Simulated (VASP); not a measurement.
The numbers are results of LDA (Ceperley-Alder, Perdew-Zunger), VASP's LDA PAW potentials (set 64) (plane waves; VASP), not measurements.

Input for VASP

POSCAR:
```
SiNi3
1
    3.4269321792     0.0000000000    -0.0000000000
    0.0000000000     3.4269321792     0.0000000000
   -0.0000000000     0.0000000000     3.4269321792
Si Ni
1 3
Direct
  0.0000000000   0.0000000000   0.0000000000
  0.0000000000   0.5000000000   0.5000000000
  0.5000000000   0.0000000000   0.5000000000
  0.5000000000   0.5000000000   0.0000000000
```

INCAR:
```
SYSTEM = SiNi3
PREC = Accurate
ENCUT = 400
EDIFF = 1E-7
NELM = 100
ALGO = Normal
LREAL = .FALSE.
LASPH = .TRUE.
ISMEAR = 0
SIGMA = 0.05
LMAXMIX = 4
LWAVE = .FALSE.
LCHARG = .FALSE.
LORBIT = 11
ICHARG = 11
```

File KPOINTS:
```
k-points along high-symmetry lines
15
Line-mode
Reciprocal
  0.000000   0.000000   0.000000 ! GAMMA
  0.000000   0.500000   0.000000 ! X

  0.000000   0.500000   0.000000 ! X
  0.500000   0.500000   0.000000 ! M

  0.500000   0.500000   0.000000 ! M
  0.000000   0.000000   0.000000 ! GAMMA

  0.000000   0.000000   0.000000 ! GAMMA
  0.500000   0.500000   0.500000 ! R

  0.500000   0.500000   0.500000 ! R
  0.000000   0.500000   0.000000 ! X

  0.500000   0.500000   0.500000 ! R
  0.500000   0.500000   0.000000 ! M
```

POTCAR, in this order: Si Ni (LDA.64 set). Program: vasp_std. Read from the step before: CHGCAR.

The run wrote:

OUTCAR:
```
 ion  position               nearest neighbor table
   1  0.000  0.000  0.000-   2 2.42   3 2.42   4 2.42   2 2.42   3 2.42   2 2.42   4 2.42   2 2.42
                             3 2.42   4 2.42   3 2.42   4 2.42
   2  0.000  0.500  0.500-   1 2.42   3 2.42   4 2.42   1 2.42   4 2.42   1 2.42   3 2.42   1 2.42
                             3 2.42   4 2.42   4 2.42   3 2.42
   3  0.500  0.000  0.500-   1 2.42   2 2.42   4 2.42   1 2.42   4 2.42   2 2.42   4 2.42   4 2.42
                             1 2.42   2 2.42   1 2.42   2 2.42
   4  0.500  0.500  0.000-   1 2.42   2 2.42   3 2.42   2 2.42   3 2.42   1 2.42   3 2.42   3 2.42
                             1 2.42   2 2.42   2 2.42   1 2.42
  LATTYP: Found a simple cubic cell.
 ALAT       =     3.4269321792
 Subroutine PRICEL returns:
 Original cell was already a primitive cell.
 Subroutine GETGRP returns: Found 48 space group operations
The static configuration has the point symmetry O_h .
The dynamic configuration has the point symmetry O_h .
 Subroutine INISYM returns: Found 48 space group operations
   k-points           NKPTS =     90   k-points in BZ     NKDIM =     90   number of bands    NBANDS=     21
   number of dos      NEDOS =    301   number of ions     NIONS =      4
   total plane-waves  NPLWV =  13824
   dimension x,y,z NGX =    24 NGY =   24 NGZ =   24
   dimension x,y,z NGXF=    48 NGYF=   48 NGZF=   48
   ions per type =               1   3
   PREC   = accura    normal or accurate (medium, high low for compatibility)
   ISTART =      0    job   : 0-new  1-cont  2-samecut
   ICHARG =     11    charge: 1-file 2-atom 10-const
   ISPIN  =      1    spin polarized calculation?
   LNONCOLLINEAR =      F non collinear calculations
   LSORBIT =      F    spin-orbit coupling
   INIWAV =      1    electr: 0-lowe 1-rand  2-diag
   ENCUT  =  400.0 eV  29.40 Ry    5.42 a.u.   5.59  5.59  5.59*2*pi/ulx,y,z
   NELM   =    100;   NELMIN=  2; NELMDL= -5     # of ELM steps
   EDIFF  = 0.1E-06   stopping-criterion for ELM
   LREAL  =      F    real-space projection
   NLSPLINE    = F    spline interpolate recip. space projectors
   LMAXMIX     =    4 max onsite mixed and CHGCAR
   VOSKOWN=      0    Vosko Wilk Nusair interpolation
   EDIFFG = 0.1E-05   stopping-criterion for IOM
   NSW    =      0    number of steps for IOM
   NBLOCK =      1;   KBLOCK =      1    inner block; outer block
...
```

### OSZICAR
```
       N       E                     dE             d eps       ncg     rms          rms(c)
DAV:   1     0.171080058868E+03    0.17108E+03   -0.13625E+04  3796   0.187E+03
DAV:   2    -0.185283636251E+02   -0.18961E+03   -0.18326E+03  3780   0.344E+02
DAV:   3    -0.266712944995E+02   -0.81429E+01   -0.78253E+01  4167   0.952E+01
DAV:   4    -0.268487493619E+02   -0.17745E+00   -0.17666E+00  4431   0.120E+01
DAV:   5    -0.268551996633E+02   -0.64503E-02   -0.64488E-02  4745   0.213E+00
DAV:   6    -0.268554873581E+02   -0.28769E-03   -0.28767E-03  5169   0.398E-01
DAV:   7    -0.268554947368E+02   -0.73787E-05   -0.73781E-05  4953   0.507E-02
DAV:   8    -0.268554948983E+02   -0.16151E-06   -0.16118E-06  3409   0.523E-03
DAV:   9    -0.268554949009E+02   -0.26157E-08   -0.36645E-08  2787   0.133E-03
   1 F= -.26855495E+02 E0= -.26852933E+02  d E =-.512294E-02
```

**OUTCAR**
```
 val. band max:       11.4652163201   @ k =   0.3929   0.3929   0.3929

 cond. band min:      11.4794731632   @ k =   0.0714   0.5000   0.0000



 k-point     1 :       0.0000    0.0000    0.0000
  band No.  band energies     occupation
      1      -0.9147      2.00000
      2       6.1841      2.00000
      3       7.0195      2.00000
      4       7.0195      2.00000
      5       7.5645      2.00000
      6       7.5645      2.00000
      7       7.5645      2.00000
      8       9.7731      2.00000
      9       9.7731      2.00000
     10       9.7731      2.00000
     11      10.5768      2.00000
     12      10.5768      2.00000
     13      10.5768      2.00000
     14      10.8398      2.00000
     15      10.8398      2.00000
     16      11.1827      2.00000
     17      11.5367      0.06494
     18      11.5367      0.06494
     19      11.5367      0.06494
     20      16.9676      0.00000
     21      18.2130      0.00000

 k-point     2 :       0.0000    0.0357    0.0000
  band No.  band energies     occupation
      1      -0.8989      2.00000
      2       6.1896      2.00000
      3       6.9990      2.00000
      4       7.0311      2.00000
      5       7.5640      2.00000
      6       7.5640      2.00000
      7       7.5693      2.00000
      8       9.7356      2.00000
      9       9.7356      2.00000
     10       9.7677      2.00000
     11      10.5108      2.00000
     12      10.5962      2.00000
     13      10.5962      2.00000
     14      10.8401      2.00000
     15      10.8528      2.00000
     16      11.1757      2.00000
     17      11.5368      0.06487
     18      11.5678      0.00644
     19      11.5678      0.00644
     20      17.0103      0.00000
     21      18.2099      0.00000

 k-point     3 :       0.0000    0.0714    0.0000
  band No.  band energies     occupation
      1      -0.8513      2.00000
      2       6.2036      2.00000
      3       6.9379      2.00000
      4       7.0657      2.00000
...
```

The density is held fixed in this step, so its total energy and stress have no physical meaning.

The structure comes from a computed database's SiNi3 entry (Pm-3m); how it stands against other phases isn't given here. It was relaxed first. The run is not spin-polarised, so no magnetic state was tried.
